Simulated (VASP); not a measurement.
# P3W4 (Pm-3m) in VASP: further runs

The runs below take P3W4 through relaxation of cell and atoms, relaxation of the atoms, with PBE, RPBE.

All numbers are computed with VASP 6.6.1; they aren't measurements. Logs are shortened: lines on timing, memory, paths and dates and some standing lists are left out, and cuts for length are marked.

### 1 Starting point

The structure is cubic, space group Pm-3m (No. 221). Conventional cell: a = 4.829 Å, b = 4.829 Å, c = 4.829 Å, α = 90.00°, β = 90.00°, γ = 90.00°. Around P (site symmetry 4/mmm) lie 6 W at 2.41 Å. W (site symmetry m-3m) is surrounded by 6 P at 2.41 Å. W (site symmetry 4/mmm) is surrounded by 4 P at 2.41 Å.

The cell was built by a generator and needn't be a form met in nature.

### 2 Relaxation of cell and atoms, PBE

Contents of INCAR:

```
SYSTEM = P3W4
ALGO = Normal
EDIFF = 1E-6
EDIFFG = -0.02
ENCUT = 600
GGA = PE
IBRION = 2
ISIF = 3
ISMEAR = 0
LASPH = .TRUE.
LCHARG = .FALSE.
LREAL = .FALSE.
LWAVE = .FALSE.
NELM = 60
NSW = 40
PREC = Accurate
SIGMA = 0.05
```

Contents of KPOINTS:

```
k-points
0
G
  6 6 6
  0 0 0
```

Contents of POSCAR:

```
P3W4
1.0
    4.8293300000      0.0000000000      0.0000000000
    0.0000000000      4.8293300000      0.0000000000
    0.0000000000      0.0000000000      4.8293300000
P W
3 4
Direct
    0.5000000000      0.5000000000      0.0000000000
    0.0000000000      0.5000000000      0.5000000000
    0.5000000000      0.0000000000      0.5000000000
    0.5000000000      0.5000000000      0.5000000000
    0.5000000000      0.0000000000      0.0000000000
    0.0000000000      0.5000000000      0.0000000000
    0.0000000000      0.0000000000      0.5000000000
```

Potentials or basis: VASP PAW PBE potentials, release 64 (P, W_sv).

Command:

```
> cat potpaw_PBE.64/P/POTCAR potpaw_PBE.64/W_sv/POTCAR > POTCAR
> mpirun -np 1 vasp_std > vasp.out
```

OUTCAR:

```text
SYSTEM = P3W4
   EDIFF = 1E-6
   EDIFFG = -0.02
   ENCUT = 600
   GGA = PE
   IBRION = 2
   ISIF = 3
   ISMEAR = 0
   LASPH = .TRUE.
   LREAL = .FALSE.
   NELM = 60
   NSW = 40
   PREC = Accurate

 ion  position               nearest neighbor table
   1  0.500  0.500  0.000-   4 2.41   5 2.41   6 2.41   4 2.41   5 2.41   6 2.41
   2  0.000  0.500  0.500-   4 2.41   6 2.41   7 2.41   6 2.41   7 2.41   4 2.41
   3  0.500  0.000  0.500-   4 2.41   5 2.41   7 2.41   5 2.41   4 2.41   7 2.41
   4  0.500  0.500  0.500-   1 2.41   2 2.41   3 2.41   1 2.41   3 2.41   2 2.41   5 3.41   5 3.41
                             6 3.41   6 3.41   5 3.41   7 3.41   5 3.41   7 3.41   6 3.41   7 3.41
   5  0.500  0.000  0.000-   1 2.41   3 2.41   3 2.41   1 2.41   7 3.41   4 3.41   4 3.41   7 3.41
                             6 3.41   4 3.41   6 3.41   4 3.41   6 3.41   7 3.41   7 3.41   6 3.41
   6  0.000  0.500  0.000-   1 2.41   2 2.41   2 2.41   1 2.41   7 3.41   4 3.41   4 3.41   7 3.41
                             5 3.41   7 3.41   7 3.41   5 3.41   4 3.41   5 3.41   4 3.41   5 3.41
   7  0.000  0.000  0.500-   2 2.41   3 2.41   2 2.41   3 2.41   6 3.41   5 3.41   6 3.41   4 3.41
                             4 3.41   6 3.41   6 3.41   5 3.41   4 3.41   5 3.41   5 3.41   4 3.41

  LATTYP: Found a simple cubic cell.
 ALAT       =     4.8293300000

  Lattice vectors:

 A1 = (   4.8293300000,   0.0000000000,   0.0000000000)
 A2 = (   0.0000000000,   4.8293300000,   0.0000000000)
 A3 = (   0.0000000000,   0.0000000000,   4.8293300000)

Analysis of symmetry for initial positions (statically):
=====================================================================
 Subroutine PRICEL returns:
 Original cell was already a primitive cell.

 Routine SETGRP: Setting up the symmetry group for a
 simple cubic supercell.

 Subroutine GETGRP returns: Found 48 space group operations
 (whereof 48 operations were pure point group operations)
 out of a pool of 48 trial point group operations.

The static configuration has the point symmetry O_h .

Analysis of symmetry for dynamics (positions and initial velocities):
=====================================================================
 Subroutine PRICEL returns:
 Original cell was already a primitive cell.

 Routine SETGRP: Setting up the symmetry group for a
 simple cubic supercell.

 Subroutine GETGRP returns: Found 48 space group operations
 (whereof 48 operations were pure point group operations)
 out of a pool of 48 trial point group operations.

The dynamic configuration has the point symmetry O_h .

 Subroutine INISYM returns: Found 48 space group operations
 (whereof 48 operations are pure point group operations),
 and found     1 'primitive' translations

----------------------------------------------------------------------------------------

                                     Primitive cell

  volume of cell :     112.6317

  direct lattice vectors                    reciprocal lattice vectors
     4.829330000  0.000000000  0.000000000     0.207068061  0.000000000  0.000000000
     0.000000000  4.829330000  0.000000000     0.000000000  0.207068061  0.000000000
     0.000000000  0.000000000  4.829330000     0.000000000  0.000000000  0.207068061

  length of vectors
     4.829330000  4.829330000  4.829330000     0.207068061  0.207068061  0.207068061

  position of ions in fractional coordinates (direct lattice)
     0.500000000  0.500000000  0.000000000
     0.000000000  0.500000000  0.500000000
     0.500000000  0.000000000  0.500000000
     0.500000000  0.500000000  0.500000000
     0.500000000  0.000000000  0.000000000
     0.000000000  0.500000000  0.000000000
     0.000000000  0.000000000  0.500000000

  ion indices of the primitive-cell ions
   primitive index   ion index
                 1           1
                 2           2
                 3           3
                 4           4
                 5           5
                 6           6
                 7           7

----------------------------------------------------------------------------------------

 KPOINTS: k-points

Automatic generation of k-mesh.
 Grid dimensions read from file:
 generate k-points for:    6    6    6

 Generating k-lattice:

  Cartesian coordinates                     Fractional coordinates (reciprocal lattice)
     0.034511344  0.000000000  0.000000000     0.166666667  0.000000000  0.000000000
     0.000000000  0.034511344  0.000000000     0.000000000  0.166666667  0.000000000
     0.000000000  0.000000000  0.034511344     0.000000000  0.000000000  0.166666667

  Length of vectors
     0.034511344  0.034511344  0.034511344

  Shift w.r.t. Gamma in fractional coordinates (k-lattice)
     0.000000000  0.000000000  0.000000000

 Subroutine IBZKPT returns following result:
 ===========================================

 Found     20 irreducible k-points:

 Following reciprocal coordinates:
            Coordinates               Weight
  0.000000  0.000000  0.000000      1.000000
  0.166667  0.000000  0.000000      6.000000
  0.333333  0.000000  0.000000      6.000000
  0.500000  0.000000  0.000000      3.000000
  0.166667  0.166667  0.000000     12.000000
  0.333333  0.166667  0.000000     24.000000
[... 12 lines left out ...]
  0.500000  0.500000  0.333333      6.000000
  0.500000  0.500000  0.500000      1.000000
   k-points           NKPTS =     20   k-points in BZ     NKDIM =     20   number of bands    NBANDS=     42
   number of dos      NEDOS =    301   number of ions     NIONS =      7
   total plane-waves  NPLWV =  64000
   dimension x,y,z NGX =    40 NGY =   40 NGZ =   40
   dimension x,y,z NGXF=    80 NGYF=   80 NGZF=   80
   ions per type =               3   4
   NGX,Y,Z   is equivalent  to a cutoff of  13.77, 13.77, 13.77 a.u.
   NGXF,Y,Z  is equivalent  to a cutoff of  27.54, 27.54, 27.54 a.u.
 SYSTEM =  P3W4
   PREC   = accura    normal or accurate (medium, high low for compatibility)
   ISTART =      0    job   : 0-new  1-cont  2-samecut
   ICHARG =      2    charge: 1-file 2-atom 10-const
   ISPIN  =      1    spin polarized calculation?
   LNONCOLLINEAR =      F non collinear calculations
   LSORBIT =      F    spin-orbit coupling
   LASPH  =      T    aspherical Exc in radial PAW
   ENCUT  =  600.0 eV  44.10 Ry    6.64 a.u.   9.65  9.65  9.65*2*pi/ulx,y,z
   NELM   =     60;   NELMIN=  2; NELMDL= -5     # of ELM steps
   EDIFF  = 0.1E-05   stopping-criterion for ELM
   LREAL  =      F    real-space projection
   EDIFFG = -.2E-01   stopping-criterion for IOM
   NSW    =     40    number of steps for IOM
   IBRION =      2    ionic relax: 0-MD 1-quasi-New 2-CG
   NFREE  =      1    steps in history (QN), initial steepest desc. (CG)
   ISIF   =      3    stress and relaxation
   ISYM   =      2    0-nonsym 1-usesym 2-fastsym
   POTIM  = 0.5000    time-step for ionic-motion
   TEBEG  =    0.0;   TEEND  =   0.0 temperature during run
   PSTRESS=    0.0 pullay stress
   NELECT =      71.0000    total number of electrons
   NUPDOWN=      -1.0000    fix difference up-down
   EMIN   =  10.00;   EMAX   =-10.00  energy-range for DOS
   EFERMI =   0.00;   METHOD = LEGACY
   ISMEAR =     0;   SIGMA  =   0.05  broadening in eV -4-tet -1-fermi 0-gaus
   EFERMI_NEDOS =   21; number of points for ismear=-14 and -15
   IALGO  =     38    algorithm
   IMIX   =      4    mixing-type and parameters
     AMIX     =   0.40;   BMIX     =  1.00
     AMIX_MAG =   1.60;   BMIX_MAG =  1.00
  volume/ion in A,a.u.               =      16.09       108.58
  Fermi-wavevector in a.u.,A,eV,Ry     =   1.403699  2.652607 26.808532  1.970372
  Thomas-Fermi vector in A             =   2.526335
   LORBIT       =      0    0 simple, 1 ext, 2 COOP (PROOUT), +10 PAW based schemes
   GGA     = PE    functional components
   LHFCALC =     F    Hartree Fock is set to
   AEXX    =    0.0000 exact exchange contribution
   IVDW    =     0    specifies the selected vdW correction
   LEPSILON=     F    determine dielectric tensor
   LRPA    =     F    only Hartree local field effects (RPA)
 conjugate gradient relaxation of ions
 non-spin polarized calculation
 Gauss-broadening in eV      SIGMA  =   0.05
  energy-cutoff  :      600.00
  volume of cell :      112.63
 maximum number of plane-waves:      3840
 NGX is ok and might be reduce to    40
   NGX = 19   NGY = 19   NGZ = 19

 number of electron      70.9999989 magnetization

 Free energy of the ion-electron system (eV)
  ---------------------------------------------------
  ext. energy  EPLUGINS =         0.00000000
  ---------------------------------------------------
  free energy    TOTEN  =       -63.53716558 eV

  energy without entropy =      -63.52259088  energy(sigma->0) =      -63.52987823

 E-fermi :  10.1168     XC(G=0): -12.3242

 val. band max:       10.1123111777   @ k =   0.3333   0.0000   0.0000
 cond. band min:      10.1184709418   @ k =   0.3333   0.1667   0.0000
 fundamental gap:      0.0061597640
 Fermi energy:        10.1167999969

 k-point     1 :       0.0000    0.0000    0.0000
  band No.  band energies     occupation
      1     -64.7093      2.00000
      2     -64.3276      2.00000
      3     -64.3193      2.00000
      4     -64.3193      2.00000
      5     -29.0344      2.00000
      6     -29.0344      2.00000
[... 34 lines left out ...]
     41      11.4096      0.00000
     42      11.6126      0.00000

 k-point     2 :       0.1667    0.0000    0.0000
  band No.  band energies     occupation
      1     -64.7093      2.00000
      2     -64.3272      2.00000
      3     -64.3198      2.00000
      4     -64.3193      2.00000
      5     -29.0324      2.00000
      6     -29.0324      2.00000
[... 799 lines left out ...]
     41      11.4431      0.00000
     42      12.8400      0.00000

 k-point    20 :       0.5000    0.5000    0.5000
  band No.  band energies     occupation
      1     -64.7091      2.00000
      2     -64.3220      2.00000
      3     -64.3220      2.00000
      4     -64.3220      2.00000
      5     -29.0533      2.00000
      6     -29.0533      2.00000
[... 34 lines left out ...]
     41      11.7560      0.00000
     42      13.0492      0.00000

------------------------ aborting loop because EDIFF is reached ----------------------------------------

  FORCE on cell =-STRESS in cart. coord.  units (eV):
  Direction    XX          YY          ZZ          XY          YZ          ZX
  --------------------------------------------------------------------------------------
  -------------------------------------------------------------------------------------
  Total        0.1098690      0.1098690      0.1098690     -0.0000000     -0.0000000      0.0000000
  in kB        1.5628775      1.5628775      1.5628775     -0.0000000     -0.0000000      0.0000000
  external PRESSURE =       1.5628775 kB  Pullay stress =       0.0000000 kB

 VOLUME and BASIS-vectors are now :
 -----------------------------------------------------------------------------
  energy-cutoff  :      600.00
  volume of cell :      112.63
      direct lattice vectors                 reciprocal lattice vectors
     4.829330000  0.000000000  0.000000000     0.207068061  0.000000000  0.000000000
     0.000000000  4.829330000  0.000000000     0.000000000  0.207068061  0.000000000
     0.000000000  0.000000000  4.829330000     0.000000000  0.000000000  0.207068061

 POSITION                                       TOTAL-FORCE (eV/Angst)
 -----------------------------------------------------------------------------------
      2.41466      2.41466      0.00000         0.000000      0.000000      0.000000
      0.00000      2.41466      2.41466         0.000000      0.000000      0.000000
      2.41466      0.00000      2.41466         0.000000      0.000000      0.000000
      2.41466      2.41466      2.41466         0.000000      0.000000      0.000000
      2.41466      0.00000      0.00000         0.000000      0.000000      0.000000
      0.00000      2.41466      0.00000         0.000000      0.000000      0.000000
      0.00000      0.00000      2.41466         0.000000      0.000000      0.000000
 -----------------------------------------------------------------------------------
    total drift:                               -0.000000      0.000000     -0.000000

  FREE ENERGIE OF THE ION-ELECTRON SYSTEM (eV)
  ---------------------------------------------------
  free  energy   TOTEN  =       -63.5371655812 eV

  energy  without entropy=      -63.5225908752  energy(sigma->0) =      -63.52987823

 reached required accuracy - stopping structural energy minimisation
```

Run time: 2.2 min. Hardware: 1 thread of Intel Xeon Platinum 8559C (Emerald Rapids), shared host; peak memory 0.28 GiB.

What came out:

```
Free energy             : -63.5372 eV
Pressure after relaxing : 0.2 GPa
Band gap on the k mesh  : none (metal or under the smearing width)
```

Final structure:
```
CELL_PARAMETERS angstrom
4.82933 0.00000 0.00000
0.00000 4.82933 0.00000
0.00000 0.00000 4.82933
ATOMIC_POSITIONS crystal
P 0.50000 0.50000 0.00000
P 0.00000 0.50000 0.50000
P 0.50000 0.00000 0.50000
W 0.50000 0.50000 0.50000
W 0.50000 0.00000 0.00000
W 0.00000 0.50000 0.00000
W 0.00000 0.00000 0.50000
```

Levels at points of the mesh, in eV from the Fermi level:
```
           k point  band 33  band 34  band 35  band 36  band 37  band 38  band 39  band 40
(0.00, 0.00, 0.00)    -1.76    -1.76    -1.12    -1.12    -1.12    -0.59    -0.01    -0.01
(0.50, 0.00, 0.00)    -1.01    -1.01    -0.68    -0.18     0.47     0.67     0.67     0.90
(0.50, 0.50, 0.00)    -0.62    -0.25    -0.25    -0.01     0.67     0.77     1.04     1.04
(0.50, 0.50, 0.50)     0.66     0.66     0.73     0.73     0.73     1.20     1.20     1.20
```

Caveat: the relaxation stopped at its first step, so nothing moved.

### 3 Relaxation of the atoms, RPBE

Contents of INCAR:

```
ALGO = Normal
EDIFF = 1E-7
EDIFFG = -0.005
ENCUT = 520
GGA = RP
IBRION = 2
ISIF = 2
ISMEAR = 0
LASPH = T
LCHARG = F
LREAL = F
LWAVE = F
NELM = 100
NSW = 60
PREC = Accurate
SIGMA = 0.05
```

Contents of KPOINTS:

```
k-points
0
Gamma
  6 6 6
```

POSCAR is that of step 2.

Potentials or basis: VASP PAW PBE potentials, release 64 (P, W_sv).

Command:

```
> cat potpaw_PBE.64/P/POTCAR potpaw_PBE.64/W_sv/POTCAR > POTCAR
> mpirun -np 1 vasp_std > vasp.out
```

Wall time 99 s (1 thread of Intel Xeon Platinum 8559C (Emerald Rapids), shared host); peak memory 0.23 GiB.

It converged, with:

| Property | Result |
| --- | --- |
| Free energy | -60.2269 eV |
| Pressure after relaxing | 2.7 GPa |
| Band gap on the k mesh | none (metal or under the smearing width) |

Final structure:
```
P W
1.0
     4.82933    0.00000    0.00000
     0.00000    4.82933    0.00000
     0.00000    0.00000    4.82933
P W
3 4
Direct
  0.50000 0.50000 0.00000
  0.00000 0.50000 0.50000
  0.50000 0.00000 0.50000
  0.50000 0.50000 0.50000
  0.50000 0.00000 0.00000
  0.00000 0.50000 0.00000
  0.00000 0.00000 0.50000
```

Levels at points of the mesh, in eV from the Fermi level:
| k point | band 32 | band 33 | band 34 | band 35 | band 36 | band 37 | band 38 | band 39 | band 40 | band 41 |
| --- | --- | --- | --- | --- | --- | --- | --- | --- | --- | --- |
| (0.00, 0.00, 0.00) | -1.94 | -1.78 | -1.78 | -1.13 | -1.13 | -1.13 | -0.60 | -0.02 | -0.02 | 1.29 |
| (0.50, 0.00, 0.00) | -1.47 | -1.01 | -1.01 | -0.69 | -0.17 | 0.46 | 0.68 | 0.68 | 0.90 | 0.90 |
| (0.50, 0.50, 0.00) | -1.04 | -0.61 | -0.25 | -0.25 | -0.01 | 0.67 | 0.78 | 1.04 | 1.04 | 1.37 |
| (0.50, 0.50, 0.50) | -1.23 | 0.67 | 0.67 | 0.74 | 0.74 | 0.74 | 1.21 | 1.21 | 1.21 | 1.66 |

Caveat: the relaxation stopped at its first step, so nothing moved; the PAW data sets were made with another functional, which shifts forces and pressure a little. Spin-orbit coupling is left out, which matters for the levels of W.
